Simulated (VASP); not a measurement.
Calculation: PBEsol GGA, VASP's PBE PAW potentials (set 64) (plane waves; VASP).

VASP ran on this input.

**POSCAR**
```
Te2Mo
1
    3.4896881927    -0.0000000000    -0.0000000000
   -1.7448440963     3.0221584499     0.0000000000
   -0.0000000000    -0.0000000000    23.2356477271
Te Mo
4 2
Direct
  0.3333330000   0.6666670000   0.0719013634
  0.6666670000   0.3333330000   0.9280986366
  0.6666670000   0.3333330000   0.7725679247
  0.3333330000   0.6666670000   0.2274320753
  0.3333330000   0.6666670000   0.8502012177
  0.6666670000   0.3333330000   0.1497987823
```

File KPOINTS:
```
k-points along high-symmetry lines
10
Line-mode
Reciprocal
  0.000000   0.000000   0.000000 ! GAMMA
  0.500000   0.000000   0.000000 ! M

  0.500000   0.000000   0.000000 ! M
  0.333333   0.333333   0.000000 ! K

  0.333333   0.333333   0.000000 ! K
  0.000000   0.000000   0.000000 ! GAMMA

  0.000000   0.000000   0.000000 ! GAMMA
  0.000000   0.000000   0.500000 ! A

  0.000000   0.000000   0.500000 ! A
  0.500000   0.000000   0.500000 ! L

  0.500000   0.000000   0.500000 ! L
  0.333333   0.333333   0.500000 ! H

  0.333333   0.333333   0.500000 ! H
  0.000000   0.000000   0.500000 ! A

  0.500000   0.000000   0.500000 ! L
  0.500000   0.000000   0.000000 ! M

  0.333333   0.333333   0.500000 ! H
  0.333333   0.333333   0.000000 ! K
```

**INCAR**
```
ALGO = Normal
EDIFF = 1E-7
ENCUT = 400
GGA = PS
ICHARG = 11
ISMEAR = 0
LASPH = .TRUE.
LCHARG = .FALSE.
LMAXMIX = 4
LORBIT = 11
LREAL = .FALSE.
LWAVE = .FALSE.
NELM = 100
PREC = Accurate
SIGMA = 0.05
SYSTEM = Te2Mo
```

POTCAR, in this order: Te Mo_sv (PBE.64 set). Program: vasp_std. Read from the step before: CHGCAR.

The run wrote:

**OUTCAR**
```
 ion  position               nearest neighbor table
   1  0.333  0.667  0.072-   6 2.71   6 2.71   6 2.71   4 3.61
   2  0.667  0.333  0.928-   5 2.71   5 2.71   5 2.71   3 3.61
   3  0.667  0.333  0.773-   5 2.70   5 2.70   5 2.70   2 3.61
   4  0.333  0.667  0.227-   6 2.70   6 2.70   6 2.70   1 3.61
   5  0.333  0.667  0.850-   3 2.70   3 2.70   3 2.70   2 2.71   2 2.71   2 2.71
   6  0.667  0.333  0.150-   4 2.70   4 2.70   4 2.70   1 2.71   1 2.71   1 2.71
  LATTYP: Found a hexagonal cell.
 ALAT       =     3.4896881927
 C/A-ratio  =     6.6583735979
 Subroutine PRICEL returns:
 Original cell was already a primitive cell.
 Subroutine GETGRP returns: Found 12 space group operations
The static configuration has the point symmetry D_3d.
The dynamic configuration has the point symmetry D_3d.
 Subroutine INISYM returns: Found 12 space group operations
   k-points           NKPTS =     90   k-points in BZ     NKDIM =     90   number of bands    NBANDS=     31
   number of dos      NEDOS =    301   number of ions     NIONS =      6
   total plane-waves  NPLWV =  92160
   dimension x,y,z NGX =    24 NGY =   24 NGZ =  160
   dimension x,y,z NGXF=    48 NGYF=   48 NGZF=  320
   ions per type =               4   2
   PREC   = accura    normal or accurate (medium, high low for compatibility)
   ISTART =      0    job   : 0-new  1-cont  2-samecut
   ICHARG =     11    charge: 1-file 2-atom 10-const
...
```

OSZICAR:
```
       N       E                     dE             d eps       ncg     rms          rms(c)
DAV:   1     0.334191139240E+03    0.33419E+03   -0.23861E+04  7268   0.114E+03
DAV:   2    -0.166862079676E+02   -0.35088E+03   -0.34354E+03  7158   0.285E+02
DAV:   3    -0.380358058976E+02   -0.21350E+02   -0.20984E+02  6845   0.603E+01
DAV:   4    -0.389698046027E+02   -0.93400E+00   -0.92994E+00  8074   0.117E+01
DAV:   5    -0.389872888347E+02   -0.17484E-01   -0.17472E-01  7144   0.182E+00
DAV:   6    -0.389879211292E+02   -0.63229E-03   -0.63204E-03  8123   0.293E-01
DAV:   7    -0.389879358425E+02   -0.14713E-04   -0.14711E-04  7217   0.479E-02
DAV:   8    -0.389879364379E+02   -0.59532E-06   -0.59522E-06  8128   0.808E-03
DAV:   9    -0.389879364540E+02   -0.16120E-07   -0.16097E-07  5333   0.146E-03
   1 F= -.38987936E+02 E0= -.38987936E+02  d E =-.473199E-26
```

File OUTCAR:
```
 val. band max:        2.9546550251   @ k =   0.0000   0.0000   0.5000

 cond. band min:       3.9085647533   @ k =   0.1852   0.1852   0.0000



 k-point     1 :       0.0000    0.0000    0.0000
  band No.  band energies     occupation
      1     -57.6464      2.00000
      2     -57.6464      2.00000
      3     -31.8642      2.00000
      4     -31.8641      2.00000
      5     -31.7090      2.00000
      6     -31.7089      2.00000
      7     -31.7089      2.00000
      8     -31.7089      2.00000
      9     -10.0272      2.00000
     10      -9.8442      2.00000
     11      -9.0849      2.00000
     12      -8.8209      2.00000
     13      -2.6513      2.00000
     14      -1.9510      2.00000
     15       0.3959      2.00000
     16       1.2447      2.00000
     17       1.2447      2.00000
     18       1.2525      2.00000
     19       1.2525      2.00000
     20       1.6204      2.00000
     21       2.0444      2.00000
     22       2.0445      2.00000
     23       2.0626      2.00000
     24       2.0627      2.00000
     25       2.1674      2.00000
     26       2.9546      2.00000
     27       6.0913      0.00000
     28       6.0988      0.00000
     29       6.1856      0.00000
     30       6.2028      0.00000
     31       6.4299      0.00000

 k-point     2 :       0.0556    0.0000    0.0000
  band No.  band energies     occupation
      1     -57.6461      2.00000
      2     -57.6461      2.00000
      3     -31.8633      2.00000
      4     -31.8632      2.00000
      5     -31.7134      2.00000
      6     -31.7134      2.00000
      7     -31.7100      2.00000
      8     -31.7100      2.00000
      9      -9.9820      2.00000
     10      -9.7992      2.00000
     11      -9.0521      2.00000
     12      -8.7903      2.00000
     13      -2.6021      2.00000
     14      -1.9025      2.00000
     15       0.3607      2.00000
     16       1.1426      2.00000
     17       1.1535      2.00000
     18       1.2817      2.00000
...
```

The density is held fixed in this step, so its total energy and stress have no physical meaning. The cell holds a wide vacuum, so values per volume refer to the whole cell. Unless said otherwise, spin-orbit coupling is left out, though it shifts the bands of the heavy elements here.

The cell is a sheet with vacuum, built from a database entry that may be metastable or hypothetical.
